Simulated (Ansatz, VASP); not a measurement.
# Ti (Titanium) in two plane-wave programs

Aim: how closely do two programs agree when they are given the same cell, functional and k mesh? The structure shown comes from an earlier run, which isn't shown and may have moved the atoms alone.

Method: plane waves, with VASP 6.6.1 beside it; PBEsol, in Ansatz 0.2.0.

In doubt: too few empty bands were carried, so the values of those runs are not to be relied on.

### Step 1. The structure

It takes space group P6_3/mmc (No. 194, hexagonal). The conventional cell has a = 2.901 Å, b = 2.901 Å, c = 4.589 Å, α = 90.00°, β = 90.00°, γ = 120.00°. Nearest to Ti lie 12 Ti at 2.84 to 2.90 Å.

### Step 2. Ansatz: elastic constants, PBEsol

Ansatz runs on its default PAW (the set named soft_2) files.

Elastic constants are differences of stresses under small strains, so they test the stress and the mesh.

input.yaml reads:

```yaml
crystal:
  lattice:
    - [2.9005426731, 0.0, 0.0]
    - [-1.4502713365, 2.5119436396, 0.0]
    - [0.0, 0.0, 4.5891197516]
  atoms:
    - { symbol: Ti, position: [0.3333333333, 0.6666666667, 0.25] }
    - { symbol: Ti, position: [0.6666666667, 0.3333333333, 0.75] }
kpoints:
  mp_grid: { grid: [15, 15, 8] }
hamiltonian:
  xc: pbesol
scf:
  occupations: { method: methfessel_paxton, width: 0.25 }
output:
  forces: true
  stress: true
  eigenvalues: true
elastic:
  mode: relaxed_ion
  stencil: two_point
  amplitude: 0.01
```

Launch:

```console
$ ansatz run input.yaml --threads 4 --pin off --max-ram 16384MiB --backend cpu --events-out ev --progress --plain --runs-dir out
```

Numbers of over 12 decimals in the logs are rounded to 6 here.

What it wrote:

```text
Engine: ansatz 0.2.0, aarch64-unknown-linux-gnu
Pseudopotentials: kind: paw
Pseudopotential: Ti, paw, valence charge 12, recommended cutoff 420 eV (normal), Ti.paw.azcp
Functional definition: PBEsol
  exchange = pbesol_x
  correlation = pbesol_c
Crystal: 2 atoms, lattice volume = 33.436 Å³
Basis set: ecut = 420 eV, 627 PW (Γ), exchange–correlation on 40×40×64 points (8 copies of the dense FFT grid, shifted against one another)
Bands: 16, of which v1, the nominal top of the filled ones, is band 12 counted from 1 (11 counted from 0)
Symmetry: 24 space group operations
Space group: P63/mmc (ITA 194), of the structure as read, at distance tolerance 3.2e-5 Å
k-points: 135 of 1800
Non-local potential: Ti, projectors of the file, l = 0: 3, l = 1: 2, l = 2: 3, l = 3: 1
PAW form: soft (Blöchl's): semilocal exchange-correlation on the pseudo side does not see the compensation charge
PAW frozen core: Ti, regenerated for the run's functional, and the local potential with it (the file was generated under x = pbe(κ = 0.804, μ = 0.219515), c = pbe(β = 0.066725))
PAW one-centre angular grid: Ti, 590 points (default); XC on 64 Gauss nodes
Initial density: superposition of atomic densities (neutral atoms: chi_scale 0, normalization atom), corrected by the library's trained network
Initial wavefunctions: pseudopotential atomic-orbital guess
Functional: x = pbesol(κ = 0.804, μ = 0.123457), c = pbesol(β = 0.046)
SCF iter   1: F=—  HF=-4947.796662 eV  |F-HF|=—  |Δ(HF+E_count)|=         —  Δρ=8.63e-3  dr2=1.89e-2  ethr=1.77e-3  ⟨swp⟩=3.2  Hψ=7672  notcnv=0
preconditioner: auto → none  [metal: Δε(μ)=0.009 eV  Ē_g=2.954 eV  σ=0.250 eV  W_gap=0.03  n_scr=8 (ndim 8)  ℏωp=18.2 eV  f_vac=0.000  D(μ)=2.03/eV (n_scr^D=22)  sad-step TF]
SCF iter   2: F=—  HF=-4947.791148 eV  |F-HF|=—  |Δ(HF+E_count)|=   5.51e-3  S|Δr|=    0.00e0  Δρ=3.90e-3  dr2=4.03e-3  ethr=7.87e-5  ⟨swp⟩=1.2  Hψ=3387  notcnv=0
SCF iter   3: F=—  HF=-4947.790011 eV  |F-HF|=—  |Δ(HF+E_count)|=   1.14e-3  S|Δr|=    0.00e0  Δρ=3.50e-4  dr2=1.19e-5  ethr=1.68e-5  ⟨swp⟩=3.0  Hψ=4232  notcnv=0
SCF iter   4: F=—  HF=-4947.789987 eV  |F-HF|=—  |Δ(HF+E_count)|=   2.42e-5  S|Δr|=    0.00e0  Δρ=4.34e-5  dr2=1.65e-7  ethr=4.95e-8  ⟨swp⟩=2.0  Hψ=3608  notcnv=0
SCF iter   5: F=—  HF=-4947.789987 eV  |F-HF|=—  |Δ(HF+E_count)|=   8.15e-8  S|Δr|=    0.00e0  Δρ=1.04e-5  dr2=2.98e-8  ethr=6.86e-10  ⟨swp⟩=2.0  Hψ=3821  notcnv=0
SCF iter   6: F=—  HF=-4947.789987 eV  |F-HF|=—  |Δ(HF+E_count)|=   9.99e-9  S|Δr|=    0.00e0  Δρ=1.36e-6  dr2=3.44e-10  ethr=1.24e-10  ⟨swp⟩=3.0  Hψ=4390  notcnv=0
SCF iter   7: F=—  HF=-4947.789987 eV  |F-HF|=—  |Δ(HF+E_count)|=  1.41e-10  S|Δr|=    0.00e0  Δρ=1.53e-7  dr2=3.07e-12  ethr=1.43e-12  ⟨swp⟩=2.7  Hψ=3862  notcnv=0
SCF iter   8: F=—  HF=-4947.789987 eV  |F-HF|=—  |Δ(HF+E_count)|=  1.82e-12  S|Δr|=    0.00e0  Δρ=2.31e-8  dr2=1.14e-13  ethr=1.00e-12  ⟨swp⟩=4.0  Hψ=7178  notcnv=0
SCF iter   9: F=-4947.789987 eV  HF=-4947.789987 eV  |F-HF|=0.00e0  |Δ(HF+E_count)|=  9.09e-13  S|Δr|=    0.00e0  Δρ=1.19e-9  dr2=1.87e-16  ethr=1.00e-12  ⟨swp⟩=3.0  Hψ=6068  notcnv=0
SCF 1 converged in 9 iterations: F = -4947.789987 eV  dr2 = 1.87e-16
  greatest PAW one-centre occupation: 0.999 electrons in one spin orbital (limit 2), on the Ti atom at site 1 (counted from 0), in its partial waves of l = 0
Crystal: 2 atoms, lattice volume = 33.102 Å³
Symmetry: 8 space group operations
k-points: 320 of 1800
Initial density: handed on by an earlier stage of this run
Initial wavefunctions: pseudopotential atomic-orbital guess (no wavefunctions were taken with the density)
iter 1 solved again at ethr=5.12e-4 eV; its pass at ethr=3.10e-3 eV (dr2=1.23e-1 eV) is discarded
[...]
preconditioner: auto → none  [metal: Δε(μ)=0.002 eV  Ē_g=3.031 eV  σ=0.250 eV  W_gap=0.01  n_scr=8 (ndim 8)  ℏωp=18.3 eV  f_vac=0.000  D(μ)=1.91/eV (n_scr^D=22)]
[...]
SCF 13 converged in 6 iterations: F = -4947.789558 eV  dr2 = 6.16e-14
[...]
SCF iter  10: F=-4947.789558 eV  HF=-4947.789558 eV  |F-HF|=9.09e-13  |Δ(HF+E_count)|=  9.09e-13  S|Δr|=    0.00e0  Δρ=3.47e-9  dr2=2.91e-15  ethr=1.00e-12  ⟨swp⟩=4.0  Hψ=23820  notcnv=0
SCF 14 converged in 10 iterations: F = -4947.789558 eV  dr2 = 2.91e-15
relax step   1: F+E_penalty+E_count = -4947.78955820 eV  Δ(F+E_penalty+E_count) = +0.000e0 eV  max|allowed force component| = 1.570e-5 eV/Å  Δτ_max = 0.0000 Å  (10 SCF iters, accepted)
iter 1 solved again at ethr=1.00e-12 eV; its pass at ethr=3.10e-3 eV (dr2=2.67e-11 eV) is discarded
SCF iter   1: F=—  HF=-4947.789586 eV  |F-HF|=—  |Δ(HF+E_count)|=         —  Δρ=4.88e-7  dr2=2.72e-11  ethr=1.00e-12  ⟨swp⟩=2.0  Hψ=49365  notcnv=0
SCF iter   2: F=—  HF=-4947.789558 eV  |F-HF|=—  |Δ(HF+E_count)|=   2.80e-5  S|Δr|=    0.00e0  Δρ=2.87e-7  dr2=1.20e-11  ethr=1.13e-13 (applied; sched 1.00e-12)  ⟨swp⟩=3.0  Hψ=15728  notcnv=0
SCF iter   3: F=—  HF=-4947.789558 eV  |F-HF|=—  |Δ(HF+E_count)|=  3.64e-12  S|Δr|=    0.00e0  Δρ=1.76e-7  dr2=3.84e-12  ethr=5.02e-14 (applied; sched 1.00e-12)  ⟨swp⟩=1.1  Hψ=8085  notcnv=0
SCF iter   4: F=—  HF=-4947.789558 eV  |F-HF|=—  |Δ(HF+E_count)|=  9.09e-13  S|Δr|=    0.00e0  Δρ=1.15e-7  dr2=1.52e-12  ethr=1.60e-14 (applied; sched 1.00e-12)  ⟨swp⟩=1.0  Hψ=7808  notcnv=0
SCF iter   5: F=—  HF=-4947.789558 eV  |F-HF|=—  |Δ(HF+E_count)|=    0.00e0  S|Δr|=    0.00e0  Δρ=7.92e-8  dr2=7.17e-13  ethr=6.34e-15 (applied; sched 1.00e-12)  ⟨swp⟩=1.0  Hψ=7808  notcnv=0
SCF iter   6: F=—  HF=-4947.789558 eV  |F-HF|=—  |Δ(HF+E_count)|=  1.82e-12  S|Δr|=    0.00e0  Δρ=5.97e-8  dr2=4.06e-13  ethr=2.99e-15 (applied; sched 1.00e-12)  ⟨swp⟩=1.0  Hψ=7811  notcnv=0
SCF iter   7: F=—  HF=-4947.789558 eV  |F-HF|=—  |Δ(HF+E_count)|=  9.09e-13  S|Δr|=    0.00e0  Δρ=4.36e-8  dr2=2.16e-13  ethr=1.69e-15 (applied; sched 1.00e-12)  ⟨swp⟩=1.0  Hψ=7808  notcnv=0
SCF iter   8: F=-4947.789558 eV  HF=-4947.789558 eV  |F-HF|=9.09e-13  |Δ(HF+E_count)|=    0.00e0  S|Δr|=    0.00e0  Δρ=2.91e-8  dr2=9.59e-14  ethr=1.00e-12  ⟨swp⟩=2.0  Hψ=23395  notcnv=0
SCF 15 converged in 8 iterations: F = -4947.789558 eV  dr2 = 9.59e-14
SCF converged after 9 iterations
Stability not checked: this state was not tested for a lower state beside it, because cold or Methfessel-Paxton smearing, or corrected tetrahedra, fill the levels in a way that the test cannot read (fill_not_monotonic; see scf.lower_state_search)
Free energy (F): -4947.789987 eV
Harris-Foulkes:  -4947.789987 eV  (|F-HF|=0.00e0)
Internal energy: -4947.796713 eV  (E = F + TS)
E sigma→0 (E₀):  -4947.791669 eV
Entropy (-TS):   0.006726 eV (3.363 meV/atom)
Fermi energy:    13.872602 eV
--- Per-component energies (eV) ---
  E_band       = -300.030081
  E_kinetic    = 546.117129
  E_local      = -1584.371355  (includes V_loc(G=0)·N_el)
  E_nonlocal   = 18.756581
  E_hartree    = 652.178420
  E_xc         = -193.890038
  E_vxc        = -243.660707  (∫ρ·V_xc dr)
  E_paw        = -2045.107043  (= ΣΔE_a)
  E_vpaw       = -341.228780  (= ΣTr[D̂ρ^β])
  E_aug_tail   = 0.000211  (compensation charges beyond the density's cutoff)
  E_ewald      = -2341.759385
  E_core_change = 0.278769  (= ΣΔE_core)
  E_smearing   = 0.006726  (= −TS)
  E_closure    = -0.000000  (closes the sum)
  Σ components = -4947.789987   (vs F -4947.789987, Δ=0.00e0)
--- Forces (eV/Å), atoms counted from 1 ---
  atom   1  Ti    -0.00000000     0.00000000     0.00000000
  atom   2  Ti     0.00000000    -0.00000000     0.00000000
  max |Σ_I F_I| component: 1.11e-16 eV/Å
--- Stress (GPa, compression-positive) ---
        0.021248      -0.000000       0.000000
       -0.000000       0.021248       0.000000
        0.000000       0.000000      -0.016937
  P = ⅓ Tr σ = 0.0085 GPa (0.085 kbar)
--- Band table (eV; the first three rows and the last of 135) ---
  k-point 0: bands = [... 8 lower, 7.5901, 11.0788, 14.6589, 14.6589, 14.7509, 14.7952, 15.1927, 15.1927]
  k-point 1: bands = [... 8 lower, 7.7272, 11.0214, 14.5146, 14.5919, 14.5919, 14.7177, 15.1155, 15.1155]
  k-point 2: bands = [... 8 lower, 8.1253, 10.7785, 14.0790, 14.4980, 14.4980, 14.5052, 14.9291, 14.9291]
  k-point 134: bands = [... 8 lower, 12.5592, 12.5592, 12.7240, 12.7240, 13.6693, 13.6693, 15.6119, 15.6119]
--- Elastic constants: 3 strain directions × 2 members + reference (group order 24) ---
  dense FFT box of the reference and of every strained cell: 20×20×32
  strains applied: 11, 33, 23; error gains: componentwise 1.00 (the most a stress slope's error grows in a printed constant), spectral 1.41 (1 for all six strains in a standard setting)
  C = ∂σ_k/∂η_j (tension-positive GPa; Voigt order 11 22 33 23 13 12):
       174.909     98.545     82.604      0.000      0.000      0.000
        98.545    174.909     82.604      0.000      0.000      0.000
        82.697     82.697    199.481      0.000      0.000      0.000
         0.000      0.000      0.000     41.173     -0.000      0.000
         0.000      0.000      0.000      0.000     41.173      0.000
        -0.000     -0.000     -0.000      0.000      0.000     38.182
  reference stress σ⁰ (GPa):     -0.021     -0.021      0.017     -0.000     -0.000      0.000
  C* (energy form; C + prestress term) asymmetry max|C*_kj − C*_jk| = 1.317e-1 GPa — a small one proves nothing (zero by symmetry where the batch's group is 432, −43m or m−3m); a large one is finite-difference/SCF noise where every solve meets its electron count
  moduli (Voigt/Reuss/Hill, GPa): K = 119.67/119.62/119.64   G = 43.14/42.19/42.66   E = 114.39   ν = 0.341
  mechanically stable: yes (min eigenvalue of sym C = 38.18 GPa)
  strain η (Voigt 11):  stress-route row diagonal C_11 = 174.91 GPa, energy-path curvature d²(F+E_count+ΔE)/dδ²/Ω₀ = 174.92 GPa
         δ    σ_11 (GPa)             F (eV)   n_scf  n_hpsi   n_pw
    -1.000e-2      -1.8269       -4947.7880804       8   86318    671   relax 3 steps, max|allowed force component| 4.79e-5 eV/Å
     1.000e-2       1.6713       -4947.7882444       6   77458    689   relax 3 steps, max|allowed force component| 1.28e-5 eV/Å
  strain η (Voigt 33):  stress-route row diagonal C_33 = 199.48 GPa, energy-path curvature d²(F+E_count+ΔE)/dδ²/Ω₀ = 199.38 GPa
         δ    σ_33 (GPa)             F (eV)   n_scf  n_hpsi   n_pw
    -1.000e-2      -2.0288       -4947.7879088       7   37986    675   relax 0 steps, max|allowed force component| 1.85e-16 eV/Å
     1.000e-2       1.9609       -4947.7879064       6   33647    678   relax 0 steps, max|allowed force component| 3.70e-16 eV/Å
  strain η (Voigt 23):  stress-route row diagonal C_44 = 41.17 GPa, energy-path curvature d²(F+E_count+ΔE)/dδ²/Ω₀ = 41.19 GPa
         δ    σ_23 (GPa)             F (eV)   n_scf  n_hpsi   n_pw
    -1.000e-2      -0.4117       -4947.7895582       6  118062    677   relax 1 steps, max|allowed force component| 1.57e-5 eV/Å
     1.000e-2       0.4117       -4947.7895582       8  134716    677   relax 1 steps, max|allowed force component| 1.57e-5 eV/Å
```

(Part 1 of 2 ends here.)

[Lines on the potential files, build, host, timing and source positions are cut from VASP's logs without a mark.]

[Logs are printed without paths, hosts, clocks, repeated set-up lines and the standing remarks that a program may print on its own settings, such as how far it seeks lower states.]

[Hosts, paths, dates, database ids (printed as entryN), source tags and the programs' standing remarks are cut or masked in the printed files.]
